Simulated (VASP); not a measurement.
Set up this calculation in VASP 6.6.1, as the native input.

```yaml
Task: work function
Functional: PBE
Potentials_or_basis: VASP PAW PBE potentials, release 64 (V_sv)
Cutoff: 520 eV
k_mesh: 9 × 9 × 1
Occupations: gaussian, width 0.05 eV
Spin: collinear spin, ferromagnetic start
Starting_moments: "[2.0, 2.0, 2.0, 2.0, 2.0, 2.0, 2.0, 2.0] μB"
Dipole_correction: yes
Further_INCAR_settings: ALGO = Normal; EDIFF = 1e-06
```

The structure of V lies in POSCAR:

```
V
1.0
    3.0260000000      0.0000000000      0.0000000000
    0.0000000000      3.0260000000      0.0000000000
    0.0000000000      0.0000000000     25.5910000000
V
8
Direct
    0.5000000000      0.5000000000      0.2930717830
    0.0000000000      0.0000000000      0.3521941307
    0.5000000000      0.5000000000      0.4113164784
    0.0000000000      0.0000000000      0.4704388261
    0.5000000000      0.5000000000      0.5295611739
    0.0000000000      0.0000000000      0.5886835216
    0.5000000000      0.5000000000      0.6478058693
    0.0000000000      0.0000000000      0.7069282170
```

The cell isn't the ideal one: the (1 0 0) slab of V, cut from the database cell, not relaxed.

These files were run (other wordings do the same):

INCAR

```
  ALGO = Normal
  DIPOL = 0.5 0.5 0.500
  EDIFF = 1E-6
  ENCUT = 520
  GGA = PE
  IDIPOL = 3
  ISIF = 2
  ISMEAR = 0
  ISPIN = 2
  LASPH = T
  LCHARG = T
  LDIPOL = T
  LELF = T
  LMAXMIX = 4
  LORBIT = 11
  LREAL = F
  LVACPOTAV = T
  LVHAR = T
  LWAVE = F
  MAGMOM = 2 2 2 2 2 2 2 2
  NELM = 120
  PREC = Accurate
  SIGMA = 0.05
```

KPOINTS

```
k-points
0
Gamma
  9 9 1
```

Potentials or basis: VASP PAW PBE potentials, release 64 (V_sv).

The run is started by

```console
$ cat potpaw_PBE.64/V_sv/POTCAR > POTCAR
$ mpirun -np 1 vasp_std > vasp.out
```

Results of the run:

```yaml
Largest_force: 1.218 eV/Å
Band_gap_on_the_k_mesh: none (metal or under the smearing width)
Net_moment: 0.14 μB per cell
Site_moments: V +0.29, -0.14, -0.06, -0.05 μB
Valence_electrons_inside_the_program's_atomic_spheres: V 11.40, 11.59
Work_function_of_the_upper_face: 3.82 eV
Work_function_of_the_lower_face: 3.82 eV
```

Run time: 26 min on 1 thread of AMD EPYC 9R45 96-Core Processor (Zen 5), with other jobs on the host, peak memory 0.57 GiB.
